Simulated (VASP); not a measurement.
Output of a VASP run:

OUTCAR:
```
 ion  position               nearest neighbor table
   1  0.000  0.000  0.000-   2 2.61   2 2.61   2 2.61   2 2.61   2 2.61   2 2.61
   2  0.500  0.500  0.500-   1 2.61   1 2.61   1 2.61   1 2.61   1 2.61   1 2.61
  LATTYP: Found a face centered cubic cell.
 ALAT       =     5.2124218474
 Subroutine PRICEL returns:
 Original cell was already a primitive cell.
 Subroutine GETGRP returns: Found 48 space group operations
The static configuration has the point symmetry O_h .
The dynamic configuration has the point symmetry O_h .
The overall configuration has the point symmetry O_h .
 Subroutine INISYM returns: Found 48 space group operations
 Subroutine IBZKPT returns following result:
 Found     56 irreducible k-points:

 Following reciprocal coordinates:
            Coordinates               Weight
  0.000000  0.000000  0.000000      1.000000
  0.090909  0.000000  0.000000      8.000000
  0.181818  0.000000  0.000000      8.000000
  0.272727  0.000000  0.000000      8.000000
  0.363636  0.000000  0.000000      8.000000
  0.454545  0.000000  0.000000      8.000000
  0.090909  0.090909  0.000000      6.000000
  0.181818  0.090909  0.000000     24.000000
  0.272727  0.090909  0.000000     24.000000
  0.363636  0.090909  0.000000     24.000000
  0.454545  0.090909  0.000000     24.000000
 -0.454545  0.090909  0.000000     24.000000
 -0.363636  0.090909  0.000000     24.000000
 -0.272727  0.090909  0.000000     24.000000
 -0.181818  0.090909  0.000000     24.000000
 -0.090909  0.090909  0.000000     12.000000
  0.181818  0.181818  0.000000      6.000000
  0.272727  0.181818  0.000000     24.000000
  0.363636  0.181818  0.000000     24.000000
  0.454545  0.181818  0.000000     24.000000
 -0.454545  0.181818  0.000000     24.000000
 -0.363636  0.181818  0.000000     24.000000
 -0.272727  0.181818  0.000000     24.000000
 -0.181818  0.181818  0.000000     12.000000
  0.272727  0.272727  0.000000      6.000000
  0.363636  0.272727  0.000000     24.000000
  0.454545  0.272727  0.000000     24.000000
 -0.454545  0.272727  0.000000     24.000000
 -0.363636  0.272727  0.000000     24.000000
 -0.272727  0.272727  0.000000     12.000000
  0.363636  0.363636  0.000000      6.000000
  0.454545  0.363636  0.000000     24.000000
 -0.454545  0.363636  0.000000     24.000000
 -0.363636  0.363636  0.000000     12.000000
  0.454545  0.454545  0.000000      6.000000
 -0.454545  0.454545  0.000000     12.000000
  0.272727  0.181818  0.090909     24.000000
  0.363636  0.181818  0.090909     48.000000
  0.454545  0.181818  0.090909     48.000000
 -0.454545  0.181818  0.090909     48.000000
   k-points           NKPTS =     56   k-points in BZ     NKDIM =     56   number of bands    NBANDS=     15
   number of dos      NEDOS =    301   number of ions     NIONS =      2
   total plane-waves  NPLWV =  13824
   dimension x,y,z NGX =    24 NGY =   24 NGZ =   24
   dimension x,y,z NGXF=    48 NGYF=   48 NGZF=   48
   ions per type =               1   1
   PREC   = accura    normal or accurate (medium, high low for compatibility)
   ISTART =      0    job   : 0-new  1-cont  2-samecut
   ICHARG =      2    charge: 1-file 2-atom 10-const
   ISPIN  =      2    spin polarized calculation?
   LNONCOLLINEAR =      F non collinear calculations
   LSORBIT =      F    spin-orbit coupling
   INIWAV =      1    electr: 0-lowe 1-rand  2-diag
   ENCUT  =  400.0 eV  29.40 Ry    5.42 a.u.   6.01  6.01  6.01*2*pi/ulx,y,z
   NELM   =    100;   NELMIN=  2; NELMDL= -5     # of ELM steps
   EDIFF  = 0.1E-05   stopping-criterion for ELM
   LREAL  =      F    real-space projection
   NLSPLINE    = F    spline interpolate recip. space projectors
   LMAXMIX     =    4 max onsite mixed and CHGCAR
   VOSKOWN=      0    Vosko Wilk Nusair interpolation
   EDIFFG = -.1E-01   stopping-criterion for IOM
   NSW    =     60    number of steps for IOM
   NBLOCK =      1;   KBLOCK =     60    inner block; outer block
...
```

### OSZICAR
```
       N       E                     dE             d eps       ncg     rms          rms(c)
DAV:   1     0.110761512507E+03    0.11076E+03   -0.97844E+03  3526   0.112E+03
DAV:   2    -0.235381174675E+02   -0.13430E+03   -0.12842E+03  3661   0.312E+02
DAV:   3    -0.291130781143E+02   -0.55750E+01   -0.55431E+01  4228   0.715E+01
DAV:   4    -0.291819230993E+02   -0.68845E-01   -0.68834E-01  3950   0.822E+00
DAV:   5    -0.291833003828E+02   -0.13773E-02   -0.13773E-02  4354   0.118E+00    0.115E+01
DAV:   6    -0.245917541919E+02    0.45915E+01   -0.11874E+01  3452   0.456E+01    0.142E+01
DAV:   7    -0.248398626878E+02   -0.24811E+00   -0.11130E+00  3381   0.120E+01    0.807E+00
DAV:   8    -0.248650069703E+02   -0.25144E-01   -0.15522E-01  4039   0.472E+00    0.445E+00
DAV:   9    -0.248746699998E+02   -0.96630E-02   -0.55680E-02  3563   0.292E+00    0.679E-01
DAV:  10    -0.248758367363E+02   -0.11667E-02   -0.12358E-02  3745   0.146E+00    0.298E-01
DAV:  11    -0.248760878550E+02   -0.25112E-03   -0.12853E-03  3710   0.379E-01    0.154E-01
DAV:  12    -0.248762582988E+02   -0.17044E-03   -0.29515E-04  3584   0.178E-01    0.908E-02
DAV:  13    -0.248762760608E+02   -0.17762E-04   -0.60558E-05  3661   0.819E-02    0.517E-02
DAV:  14    -0.248763118560E+02   -0.35795E-04   -0.17016E-05  3724   0.511E-02    0.179E-02
DAV:  15    -0.248763120576E+02   -0.20160E-06   -0.67836E-06  3913   0.196E-02
   1 F= -.24876312E+02 E0= -.24876305E+02  d E =-.248763E+02  mag=     4.9889
```

### OUTCAR
```
------------------------ aborting loop because EDIFF is reached ----------------------------------------
  FORCE on cell =-STRESS in cart. coord.  units (eV):
  Direction    XX          YY          ZZ          XY          YZ          ZX
  --------------------------------------------------------------------------------------
  Total        0.0093462      0.0093462      0.0093462      0.0000000      0.0000000      0.0000000
  in kB        0.4229488      0.4229488      0.4229488      0.0000000      0.0000000      0.0000000
  external PRESSURE =       0.4229488 kB  Pullay stress =       0.0000000 kB
  volume of cell :       35.40
      direct lattice vectors                 reciprocal lattice vectors
     0.000000000  2.606210924  2.606210924    -0.191849399  0.191849399  0.191849399
     2.606210924  0.000000000  2.606210924     0.191849399 -0.191849399  0.191849399
     2.606210924  2.606210924  0.000000000     0.191849399  0.191849399 -0.191849399
 POSITION                                       TOTAL-FORCE (eV/Angst)
 -----------------------------------------------------------------------------------
      0.00000      0.00000      0.00000         0.000000     -0.000000      0.000000
      2.60621      2.60621      2.60621         0.000000      0.000000      0.000000
 -----------------------------------------------------------------------------------
    total drift:                                0.000000     -0.000000     -0.000000
  FREE ENERGIE OF THE ION-ELECTRON SYSTEM (eV)
  ---------------------------------------------------
  free  energy   TOTEN  =       -24.8763120576 eV

  energy  without entropy=      -24.8762918053  energy(sigma->0) =      -24.87630531

 total charge

# of ion       s       p       d       tot
------------------------------------------
    1        0.219   6.161   4.896  11.276
    2        1.310   2.478   0.000   3.788
--------------------------------------------------
tot          1.529   8.639   4.896  15.064

 magnetization (x)

# of ion       s       p       d       tot
------------------------------------------
    1        0.051   0.037   4.413   4.501
    2        0.030   0.109   0.000   0.139
--------------------------------------------------
tot          0.080   0.147   4.413   4.640

 reached required accuracy - stopping structural energy minimisation
```
(Selected blocks of OUTCAR.)

POSCAR:
```
MnS
1
   -0.0000000000     2.6062109237     2.6062109237
    2.6062109237    -0.0000000000     2.6062109237
    2.6062109237     2.6062109237     0.0000000000
Mn S
1 1
Direct
  0.0000000000   0.0000000000   0.0000000000
  0.5000000000   0.5000000000   0.5000000000
```

Q: Write an INCAR and KPOINTS that could have produced this output.

A: This is not unique; one that fits is the input of the run itself, r2SCAN meta-GGA, plane waves, VASP's PBE PAW potentials (set 64).

INCAR:
```
! general
SYSTEM   =  MnS
PREC     =  Accurate
ENCUT    =  400
LREAL    =  .False.
LASPH    =  .True.

! electronic loop
EDIFF    =  1E-6
NELM     =  100
ALGO     =  Normal
LMAXMIX  =  4
LMIXTAU  =  .True.

! smearing
ISMEAR   =  1
SIGMA    =  0.1

! functional
METAGGA  =  R2SCAN

! spin
ISPIN    =  2
MAGMOM   =  4.5 0.1

! ions
IBRION   =  2
NSW      =  60
ISIF     =  3
EDIFFG   =  -0.01

! output
LWAVE    =  .False.
LCHARG   =  .False.
LORBIT   =  10
```

KPOINTS:
```
Automatic mesh
0
gamma
  11 11 11
```

POTCAR, in this order: Mn_pv S (PBE.64 set). Program: vasp_std.

The moments were started parallel, and other spin orders were not tried in this run.

The structure was generated: MnS was put into the rock salt type (Fm-3m), which need not be its known phase. It was relaxed first. The start is the result of an earlier pass.
